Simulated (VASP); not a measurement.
# H4C3S2 in VASP: a series of runs

Runs on H4C3S2. Level: PBE+D3(BJ). Tasks: single point.

Everything below comes from runs of VASP 6.6.1. Logs are shortened: lines on timing, memory, paths and dates and some standing lists are left out, and cuts for length are marked.

## 1. Starting point

The cell holds a amorphous, 27 atoms: a = 8.173 Å, b = 8.173 Å, c = 8.173 Å, α = 90.00°, β = 90.00°, γ = 90.00°.

The cell was built by a generator and needn't be a form met in nature.

## 2. Single point, PBE+D3(BJ)

INCAR reads:

```
SYSTEM = H4C3S2
PREC = Accurate
ENCUT = 520
EDIFF = 1E-6
ISMEAR = -1
SIGMA = 0.02
LREAL = Auto
LASPH = .TRUE.
NELM = 80
ALGO = Normal
ISIF = 2
LWAVE = .FALSE.
LCHARG = .FALSE.
GGA = PE
IVDW = 12
NBANDS = 61
```

KPOINTS reads:

```
Automatic mesh
0
G
  1 1 1
  0 0 0
```

POSCAR reads:

```
H4C3S2
1.0
    8.1733020000      0.0000000000      0.0000000000
    0.0000000000      8.1733020000      0.0000000000
    0.0000000000      0.0000000000      8.1733020000
S C H
6 9 12
Direct
    0.1256652452      0.2480637569      0.0596943561
   -0.2363549028      0.2434144731     -0.0390539833
    0.2730353045      0.3010900613      0.5382402363
    0.5657811249      0.4763435879      0.7015157399
   -0.0243108599      0.9830298697      0.4378401777
    0.1221905174      0.6789667138      0.2460327540
   -0.0473492843      0.2628802900     -0.0007463324
    0.4545653642      0.3724565665      0.5877551080
    0.0343802297      0.8245627043      0.3460290590
    0.5530078296      0.6232854237      0.2411754760
    0.5303242190      0.7791343083      0.2170970802
    0.9612761158      0.6301369997      0.9272996397
    0.9987150848      0.6028041054      0.7584817005
    0.4360294040      0.9054969460      0.7602557693
    0.3877380280      0.9520876630      0.6127633605
    0.5086928147      0.5627590905      0.3346994887
    0.6312014410      0.5463275430      0.1602534692
    0.4727220406      0.7819972882      0.3279335573
    0.5645698642      0.8559820743      0.1099922651
    0.8487022748      0.6717970289      0.9839719614
    0.9955462309      0.5372981446      1.0277486382
    0.9081641667      0.6806061981      0.6961935335
    1.1109341121      0.5379710673      0.7036079176
    0.5083380010      1.0140210162      0.8185920452
    0.4371672550      0.7983921309      0.8251377473
    0.4063106930      1.0311866612      0.5034807230
    0.3514491450      0.8400521601      0.5449449929
```

Potentials or basis: VASP PAW PBE potentials, release 64 (S, C, H).

The run is started by

```console
cat potpaw_PBE.64/S/POTCAR potpaw_PBE.64/C/POTCAR potpaw_PBE.64/H/POTCAR > POTCAR
mpirun -np 1 vasp_gam > vasp.out
```

OUTCAR:

```text
SYSTEM = H4C3S2
   PREC = Accurate
   ENCUT = 520
   EDIFF = 1E-6
   ISMEAR = -1
   LREAL = Auto
   LASPH = .TRUE.
   NELM = 80
   ISIF = 2
   GGA = PE
   IVDW = 12
 IVDW          = 12

 ion  position               nearest neighbor table
   1  0.126  0.248  0.060-   7 1.50
   2  0.764  0.243  0.961-   7 1.58
   3  0.273  0.301  0.538-   8 1.64
   4  0.566  0.476  0.702-   8 1.55
   5  0.976  0.983  0.438-   9 1.57
   6  0.122  0.679  0.246-   9 1.61
   7  0.953  0.263  0.999-   1 1.50   2 1.58
   8  0.455  0.372  0.588-   4 1.55   3 1.64
   9  0.034  0.825  0.346-   5 1.57   6 1.61
  10  0.553  0.623  0.241-  16 0.98  17 1.11  11 1.30
  11  0.530  0.779  0.217-  18 1.02  19 1.11  10 1.30
  12  0.961  0.630  0.927-  20 1.08  21 1.15  13 1.43
  13  0.999  0.603  0.758-  22 1.10  23 1.15  12 1.43
  14  0.436  0.905  0.760-  25 1.02  24 1.17  15 1.32
  15  0.388  0.952  0.613-  27 1.11  26 1.11  14 1.32
  16  0.509  0.563  0.335-  10 0.98
  17  0.631  0.546  0.160-  10 1.11
  18  0.473  0.782  0.328-  11 1.02
  19  0.565  0.856  0.110-  11 1.11
  20  0.849  0.672  0.984-  12 1.08
  21  0.996  0.537  0.028-  12 1.15
  22  0.908  0.681  0.696-  13 1.10
  23  0.111  0.538  0.704-  13 1.15
  24  0.508  0.014  0.819-  14 1.17
  25  0.437  0.798  0.825-  14 1.02
  26  0.406  0.031  0.503-  15 1.11
  27  0.351  0.840  0.545-  15 1.11

  LATTYP: Found a simple cubic cell.
 ALAT       =     8.1733020000

  Lattice vectors:

 A1 = (   8.1733020000,   0.0000000000,   0.0000000000)
 A2 = (   0.0000000000,   8.1733020000,   0.0000000000)
 A3 = (   0.0000000000,   0.0000000000,   8.1733020000)

Analysis of symmetry for initial positions (statically):
=====================================================================
 Subroutine PRICEL returns:
 Original cell was already a primitive cell.

 Routine SETGRP: Setting up the symmetry group for a
 simple cubic supercell.

 Subroutine GETGRP returns: Found  1 space group operations
 (whereof  1 operations were pure point group operations)
 out of a pool of 48 trial point group operations.

The static configuration has the point symmetry C_1 .

Analysis of symmetry for dynamics (positions and initial velocities):
=====================================================================
 Subroutine PRICEL returns:
 Original cell was already a primitive cell.

 Routine SETGRP: Setting up the symmetry group for a
[... 136 lines left out ...]
   IBRION =     -1    ionic relax: 0-MD 1-quasi-New 2-CG
   NFREE  =      0    steps in history (QN), initial steepest desc. (CG)
   ISIF   =      2    stress and relaxation
   ISYM   =      2    0-nonsym 1-usesym 2-fastsym
   POTIM  = 0.5000    time-step for ionic-motion
   TEBEG  =    0.0;   TEEND  =   0.0 temperature during run
   PSTRESS=    0.0 pullay stress
   NELECT =      84.0000    total number of electrons
   NUPDOWN=      -1.0000    fix difference up-down
   EMIN   =  10.00;   EMAX   =-10.00  energy-range for DOS
   EFERMI =   0.00;   METHOD = LEGACY
   ISMEAR =    -1;   SIGMA  =   0.02  broadening in eV -4-tet -1-fermi 0-gaus
   EFERMI_NEDOS =   21; number of points for ismear=-14 and -15
   IALGO  =     38    algorithm
   IMIX   =      4    mixing-type and parameters
     AMIX     =   0.40;   BMIX     =  1.00
     AMIX_MAG =   1.60;   BMIX_MAG =  1.00
  volume/ion in A,a.u.               =      20.22       136.47
  Fermi-wavevector in a.u.,A,eV,Ry     =   0.877210  1.657687 10.469654  0.769498
  Thomas-Fermi vector in A             =   1.997127
   LORBIT       =      0    0 simple, 1 ext, 2 COOP (PROOUT), +10 PAW based schemes
   GGA     = PE    functional components
   LHFCALC =     F    Hartree Fock is set to
   AEXX    =    0.0000 exact exchange contribution
   IVDW    =    12    specifies the selected vdW correction
   LEPSILON=     F    determine dielectric tensor
   LRPA    =     F    only Hartree local field effects (RPA)
 non-spin polarized calculation
  energy-cutoff  :      520.00
  volume of cell :      546.00
 maximum number of plane-waves:      7386
 NGX is ok and might be reduce to    64
   NGX = 31   NGY = 31   NGZ = 31

 number of electron      84.0000000 magnetization

 Free energy of the ion-electron system (eV)
  ---------------------------------------------------
  ext. energy  EPLUGINS =         0.00000000
  ---------------------------------------------------
  free energy    TOTEN  =      -140.57252342 eV

  energy without entropy =     -140.57252342  energy(sigma->0) =     -140.57252342

 E-fermi :  -1.7617     XC(G=0):  -6.1342

 val. band max:       -2.2495005812   @ k =   0.0000   0.0000   0.0000
 cond. band min:      -0.0861232356   @ k =   0.0000   0.0000   0.0000
 fundamental gap:      2.1633773456
 Fermi energy:        -1.7616862852

 k-point     1 :       0.0000    0.0000    0.0000
  band No.  band energies     occupation
      1     -17.8010      2.00000
      2     -17.5969      2.00000
      3     -17.1662      2.00000
      4     -16.0207      2.00000
      5     -15.4084      2.00000
      6     -15.3085      2.00000
[... 46 lines left out ...]
     53       3.3099      0.00000
     54       3.7628      0.00000
 [bands above 54 left out]

------------------------ aborting loop because EDIFF is reached ----------------------------------------

 Edisp (eV)   -1.72666

 E8    (eV) :    -0.4962

  FORCE on cell =-STRESS in cart. coord.  units (eV):
  Direction    XX          YY          ZZ          XY          YZ          ZX
  --------------------------------------------------------------------------------------
  -------------------------------------------------------------------------------------
  Total      -0.97875     3.91170    -2.60690    -0.58685    -2.17921     4.13169
  in kB      -2.87204    11.47845    -7.64965    -1.72205    -6.39464    12.12399
  external pressure =        0.32 kB  Pullay stress =        0.00 kB

 VOLUME and BASIS-vectors are now :
 -----------------------------------------------------------------------------
  energy-cutoff  :      520.00
  volume of cell :      546.00
      direct lattice vectors                 reciprocal lattice vectors
     8.173302000  0.000000000  0.000000000     0.122349572  0.000000000  0.000000000
     0.000000000  8.173302000  0.000000000     0.000000000  0.122349572  0.000000000
     0.000000000  0.000000000  8.173302000     0.000000000  0.000000000  0.122349572

 POSITION                                       TOTAL-FORCE (eV/Angst)
 -----------------------------------------------------------------------------------
      1.02710      2.02750      0.48790         2.903128     -0.030628      0.712167
      6.24150      1.98950      7.85410         0.975613      0.292281     -0.057886
      2.23160      2.46090      4.39920         2.719027      0.903739     -0.225460
      4.62430      3.89330      5.73370         1.031549     -0.053208     -0.539791
      7.97460      8.03460      3.57860        -0.196154     -0.715714     -0.383213
      0.99870      5.54940      2.01090        -1.164534      1.836304      1.798374
[... 19 lines left out ...]
      3.32090      0.25490      4.11510         0.374096      0.717625      1.890024
      2.87250      6.86600      4.45400        -0.897022     -0.061733      0.088073
 -----------------------------------------------------------------------------------
    total drift:                               -0.002189      0.027979     -0.004511

  FREE ENERGIE OF THE ION-ELECTRON SYSTEM (eV)
  ---------------------------------------------------
  free  energy   TOTEN  =      -142.2991827097 eV

  energy  without entropy=     -142.2991827096  energy(sigma->0) =     -142.29918271
```

stdout:

```text
POSCAR found type information on POSCAR S C H
 POSCAR found :  3 types and      27 ions
 scaLAPACK will be used
 LDA part: xc-table for (Slater+PW92), standard interpolation
 POSCAR, INCAR and KPOINTS ok, starting setup
 FFT: planning ... GRIDC
 FFT: planning ... GRID_SOFT
 FFT: planning ... GRID
 WAVECAR not read
 entering main loop
```

Wall time 93 s (1 thread of Intel Xeon Platinum 8488C (Sapphire Rapids), shared host); peak memory 0.59 GiB.

What came out:

| Item | Value |
| --- | --- |
| Free energy | -142.2992 eV |
| Pressure | 0.0 GPa |
| Largest force | 7.436 eV/Å |
| Band gap on the k mesh | 2.16 eV, direct |
| Dispersion energy per atom | -0.064 eV |

Forces on the atoms (eV/Å):
```
S    2.903 -0.031  0.712
S    0.976  0.292 -0.058
S    2.719  0.904 -0.225
S    1.032 -0.053 -0.540
S   -0.196 -0.716 -0.383
S   -1.165  1.836  1.798
C   -3.745 -0.941 -0.479
C   -3.998 -0.246  0.669
C    1.415 -0.843 -0.843
C    4.261 -1.258 -5.963
C    0.603  0.216 -1.630
C    1.005 -4.118 -1.514
C   -0.782  1.625  3.753
C    2.399  6.449  0.019
C   -0.259 -3.895 -2.952
H   -1.818 -2.306  4.079
H   -0.400 -0.002  0.021
H   -2.238  3.643  2.192
H   -0.226 -0.213  1.149
H   -0.501  1.193 -0.936
H    0.782  1.252 -1.477
H    0.798 -0.350 -1.194
H   -1.607  0.719  0.727
H   -0.783 -1.491  0.240
H   -0.653 -2.323  0.857
H    0.374  0.718  1.890
H   -0.897 -0.062  0.088
```

## 3. Single point, PBE+D3(BJ)

INCAR reads:

```
SYSTEM = H4C3S2
  PREC = Accurate
  ENCUT = 520
  EDIFF = 1E-7
  ISMEAR = -1
  SIGMA = 0.02
  LREAL = Auto
  LASPH = .TRUE.
  NELM = 60
  ALGO = Normal
  ISIF = 2
  LWAVE = .FALSE.
  LCHARG = .TRUE.
  GGA = PE
  IVDW = 12
  LELF = .TRUE.
  LVHAR = .TRUE.
  NBANDS = 61
```

KPOINTS reads:

```
regular mesh
0
G
  1 1 1
  0 0 0
```

POSCAR reads:

```
H4C3S2
1.0
    8.1733020000      0.0000000000      0.0000000000
    0.0000000000      8.1733020000      0.0000000000
    0.0000000000      0.0000000000      8.1733020000
S C H
6 9 12
Direct
    0.1173332394      0.2533981982      0.0195269917
   -0.2662326683      0.2445278542     -0.0327407454
    0.2699520952      0.2948379982      0.5105402933
    0.5843048501      0.4593002926      0.6559527594
   -0.0213255304      0.9619368035      0.4169673407
    0.0883241559      0.6483303810      0.2482962210
   -0.0770068205      0.2591975679     -0.0088825789
    0.3983457359      0.4013065955      0.6122127874
    0.0335482526      0.8128416153      0.3169098609
    0.5623063971      0.6176328735      0.2929538147
    0.5038110668      0.7468829611      0.2122765071
    0.9548772332      0.5749451079      0.8961372038
    0.9861008439      0.6075512688      0.7403372590
    0.4695042469      0.9058395248      0.7480330471
    0.3565755921      0.8961494387      0.6182813262
    0.5621595776      0.6019354234      0.4202463093
    0.5781751366      0.5172572848      0.2181615215
    0.4711804360      0.8417895240      0.2989978836
    0.4844675995      0.7537467721      0.0762849580
    0.8614021604      0.6354347362      0.9802158295
    0.9969654859      0.4584193757      0.9450525626
    0.9384212158      0.7249579179      0.6927065707
    1.0924715617      0.5560665689      0.6741094358
    0.5672737897      0.9950201277      0.6911772011
    0.4411803210      0.8932742238      0.8791550832
    0.3657028701      0.9539840813      0.4819227284
    0.2603354189      0.8000316151      0.6208261973
```

Potentials or basis: VASP PAW PBE potentials, release 64 (S, C, H).

The run is started by

```console
cat potpaw_PBE.64/S/POTCAR potpaw_PBE.64/C/POTCAR potpaw_PBE.64/H/POTCAR > POTCAR
mpirun -np 1 vasp_gam > vasp.out
```

OUTCAR:

```text
SYSTEM = H4C3S2
   PREC = Accurate
   ENCUT = 520
   EDIFF = 1E-7
   ISMEAR = -1
   LREAL = Auto
   LASPH = .TRUE.
   NELM = 60
   ISIF = 2
   GGA = PE
   IVDW = 12
 IVDW          = 12

 ion  position               nearest neighbor table
   1  0.117  0.253  0.020-   7 1.61
   2  0.734  0.245  0.967-   7 1.56
   3  0.270  0.295  0.511-   8 1.60
   4  0.584  0.459  0.656-   8 1.63
   5  0.979  0.962  0.417-   9 1.53
   6  0.088  0.648  0.248-   9 1.52
   7  0.923  0.259  0.991-   2 1.56   1 1.61
   8  0.398  0.401  0.612-   3 1.60   4 1.63
   9  0.034  0.813  0.317-   6 1.52   5 1.53
  10  0.562  0.618  0.293-  17 1.03  16 1.05  11 1.33
  11  0.504  0.747  0.212-  18 1.08  19 1.12  10 1.33
  12  0.955  0.575  0.896-  21 1.09  20 1.14  13 1.33
  13  0.986  0.608  0.740-  22 1.11  23 1.11  12 1.33
  14  0.470  0.906  0.748-  25 1.10  24 1.18  15 1.41
  15  0.357  0.896  0.618-  27 1.11  26 1.21  14 1.41
  16  0.562  0.602  0.420-  10 1.05
  17  0.578  0.517  0.218-  10 1.03
  18  0.471  0.842  0.299-  11 1.08
  19  0.484  0.754  0.076-  11 1.12
  20  0.861  0.635  0.980-  12 1.14
[... 224 lines left out ...]

 k-point     1 :       0.0000    0.0000    0.0000
  band No.  band energies     occupation
      1     -17.7073      2.00000
      2     -17.6653      2.00000
      3     -17.3070      2.00000
      4     -15.5111      2.00000
      5     -15.4283      2.00000
      6     -15.2334      2.00000
[... 46 lines left out ...]
     53       3.1920      0.00000
     54       3.8257      0.00000
 [bands above 54 left out]

------------------------ aborting loop because EDIFF is reached ----------------------------------------

 Edisp (eV)   -1.74120

 E8    (eV) :    -0.5022

  FORCE on cell =-STRESS in cart. coord.  units (eV):
  Direction    XX          YY          ZZ          XY          YZ          ZX
  --------------------------------------------------------------------------------------
  -------------------------------------------------------------------------------------
  Total      -9.85584     9.23062    -6.47828    -4.74248     0.83470    -2.15539
  in kB     -28.92087    27.08624   -19.00981   -13.91629     2.44933    -6.32475
  external pressure =       -6.95 kB  Pullay stress =        0.00 kB

 VOLUME and BASIS-vectors are now :
 -----------------------------------------------------------------------------
  energy-cutoff  :      520.00
  volume of cell :      546.00
      direct lattice vectors                 reciprocal lattice vectors
     8.173302000  0.000000000  0.000000000     0.122349572  0.000000000  0.000000000
     0.000000000  8.173302000  0.000000000     0.000000000  0.122349572  0.000000000
     0.000000000  0.000000000  8.173302000     0.000000000  0.000000000  0.122349572

 POSITION                                       TOTAL-FORCE (eV/Angst)
 -----------------------------------------------------------------------------------
      0.95900      2.07110      0.15960        -1.455163     -1.029814      0.119937
      5.99730      1.99860      7.90570         0.699467      0.049056      0.106626
      2.20640      2.40980      4.17280         0.283389      1.297899      1.259505
      4.77570      3.75400      5.36130        -2.801018     -0.336299      0.595728
      7.99900      7.86220      3.40800        -0.559787      1.427183      0.297329
      0.72190      5.29900      2.02940         0.552160     -1.159402     -0.774277
[... 19 lines left out ...]
      2.98900      7.79720      3.93890         0.485109     -1.032112      2.796807
      2.12780      6.53890      5.07420        -0.150082      0.817003      0.267184
 -----------------------------------------------------------------------------------
    total drift:                               -0.004743     -0.000184      0.014129

  FREE ENERGIE OF THE ION-ELECTRON SYSTEM (eV)
  ---------------------------------------------------
  free  energy   TOTEN  =      -143.9794707184 eV

  energy  without entropy=     -143.9794707183  energy(sigma->0) =     -143.97947072
```

OSZICAR:

```text
N       E                     dE             d eps       ncg     rms          rms(c)
DAV:   1     0.642288266754E+03    0.64229E+03   -0.38285E+04   122   0.119E+03
DAV:   2    -0.679592943182E+02   -0.71025E+03   -0.68217E+03   159   0.244E+02
DAV:   3    -0.154074741602E+03   -0.86115E+02   -0.85275E+02   156   0.907E+01
[... 12 lines left out ...]
DAV:  16    -0.142238271782E+03    0.10216E-05   -0.20136E-05   140   0.165E-02    0.144E-02
DAV:  17    -0.142238270855E+03    0.92731E-06   -0.28932E-06   140   0.780E-03    0.574E-03
DAV:  18    -0.142238270937E+03   -0.82317E-07   -0.10232E-06   156   0.434E-03    0.263E-03
DAV:  19    -0.142238271111E+03   -0.17355E-06   -0.40467E-07   132   0.260E-03    0.892E-04
DAV:  20    -0.142238271096E+03    0.14973E-07   -0.55489E-08    92   0.965E-04
   1 F= -.14397947E+03 E0= -.14397947E+03  d E =-.439760E-10
```

Run time: 1.9 min. Hardware: 1 thread of Intel Xeon Platinum 8488C (Sapphire Rapids), shared host; peak memory 0.54 GiB.

What came out:

| Quantity | Value |
| --- | --- |
| Free energy | -143.9795 eV |
| Pressure | -0.7 GPa |
| Largest force | 5.529 eV/Å |
| Band gap on the k mesh | 2.48 eV, direct |
| Dispersion energy per atom | -0.064 eV |

Forces in eV/Å, atoms in the order of the input:
```
S   -1.455 -1.030  0.120
S    0.699  0.049  0.107
S    0.283  1.298  1.260
S   -2.801 -0.336  0.596
S   -0.560  1.427  0.297
S    0.552 -1.159 -0.774
C    1.162 -1.556  0.594
C    2.502 -1.196 -1.337
C   -0.062 -0.140  0.616
C   -1.000  1.114 -1.837
C    0.089  0.169  0.517
C   -1.584 -0.219  0.825
C    0.687  1.987 -0.182
C   -0.841  3.056 -4.530
C    0.867 -1.108  0.039
H    0.274  0.317  1.184
H    0.900 -2.349 -0.991
H   -0.341  0.976 -0.653
H    0.221  0.015  1.147
H    0.807 -0.190 -1.225
H    0.288  1.556 -0.124
H    0.072 -0.436 -0.295
H   -0.785 -0.310  0.089
H   -0.696 -1.157  2.063
H    0.387 -0.564 -0.571
H    0.485 -1.032  2.797
H   -0.150  0.817  0.267
```

Stress tensor (GPa, compression positive):
```
-2.89 -1.39 -0.63
-1.39  2.71  0.24
-0.63  0.24 -1.90
```
